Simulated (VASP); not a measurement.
# Sn3GeTe4: relaxation of cell and atoms with PBE

Sn3GeTe4:

```xyz
16
Lattice="-6.2280 6.2280 0.0000 -6.2280 0.0000 6.2280 0.0000 6.2280 6.2280" Properties=species:S:1:pos:R:3 pbc="T T T"
Ge    0.0000    0.0000    0.0000
Ge   -3.1140    3.1140    0.0000
Sn   -3.1140    0.0000    3.1140
Sn    0.0000    3.1140    3.1140
Sn   -6.2280    3.1140    3.1140
Sn   -3.1140    6.2280    3.1140
Sn   -3.1140    3.1140    6.2280
Sn   -6.2280    6.2280    6.2280
Te   -9.3421    9.3421    9.3421
Te   -6.2280    6.2280    9.3421
Te   -6.2280    9.3421    6.2280
Te   -9.3421    6.2280    6.2280
Te   -3.1140    6.2280    6.2280
Te   -6.2280    3.1140    6.2280
Te   -6.2280    6.2280    3.1140
Te   -3.1140    3.1140    3.1140
```

The cell was built by a generator and needn't be a form met in nature.

```yaml
Program: VASP 6.6.1
Task: relaxation of cell and atoms
Functional: PBE
Potentials_or_basis: VASP PAW PBE potentials, release 64 (Ge_d, Sn_d, Te)
Cutoff: 600 eV
k_mesh: 6 × 6 × 6
Occupations: gaussian, width 0.03 eV
Spin: no spin polarisation
Further_INCAR_settings: ALGO = Normal; EDIFF = 1e-06; IBRION = 2; EDIFFG = -0.01; NSW = 90; ISIF = 3
```

| Property | Result |
| --- | --- |
| Relaxed volume | 31.45 Å³/atom |
| Relaxed cell | a = 8.927 Å, b = 8.928 Å, c = 8.928 Å, α = 60.02°, β = 60.00°, γ = 60.00° |
| Space group after relaxing (to 0.05 Å) | Cmmm (No. 65) |
| Energy gained by relaxing | 18.0 meV/atom |
| Ionic steps | 7 |
| Pressure after relaxing | 0.0 GPa |
| Band gap on the k mesh | 0.01 eV |

Step by step:
```tsv
step	energy change (eV)	largest force (eV/Å)	pressure (GPa)	volume (Å³)
1	0.0000	0.5462	2.04	483.15
2	-0.1889	0.3505	-0.53	510.56
3	-0.1905	0.3658	-0.33	508.08
4	-0.2324	0.2778	-0.24	506.55
5	-0.2870	0.0078	0.09	501.97
6	-0.2873	0.0043	-0.05	503.76
7	-0.2874	0.0019	0.03	503.24
```

Final structure:
```
Ge Sn Te
1.0
    -6.31223    6.31223    0.00000
    -6.31339   -0.00116    6.31274
     0.00116    6.31339    6.31274
Ge Sn Te
2 6 8
Direct
  0.00000 0.00000 0.00000
  0.50000 0.00000 0.00000
  0.00000 0.50000 0.00000
  0.00000 0.00000 0.50000
  0.50000 0.50000 0.00000
  0.50000 0.00000 0.50000
  0.00000 0.50000 0.50000
  0.50000 0.50000 0.50000
  0.74401 0.75599 0.75599
  0.24401 0.75599 0.75599
  0.75000 0.23801 0.76199
  0.75000 0.76199 0.23801
  0.25000 0.23801 0.76199
  0.25000 0.76199 0.23801
  0.75599 0.24401 0.24401
  0.25599 0.24401 0.24401
```

Levels at points of the mesh, in eV from the valence-band top:
```tsv
k point	band 77	band 78	band 79	band 80	band 81	band 82	band 83	band 84
(0.00, 0.00, 0.00)	-0.42	-0.40	-0.01	0.00	0.01	0.03	0.14	0.17
(0.50, 0.00, 0.00)	-1.89	-1.89	-1.03	-1.03	1.48	1.48	1.50	1.50
(0.00, 0.50, 0.00)	-1.89	-1.89	-1.24	-0.81	1.38	1.39	1.48	1.61
(0.50, 0.50, 0.00)	-0.94	-0.94	-0.82	-0.82	0.71	0.71	0.80	0.80
(0.00, 0.50, 0.50)	-0.95	-0.95	-0.93	-0.71	0.60	0.69	0.71	0.89
```

Run time: 51 min on 4 MPI ranks on Intel(R) Xeon(R) 6975P-C (Granite Rapids), with other jobs on the host, peak memory 2.2 GiB a rank.

Caveat: spin-orbit coupling is left out, which moves the levels of the heavy elements. A k mesh can miss the band edges.
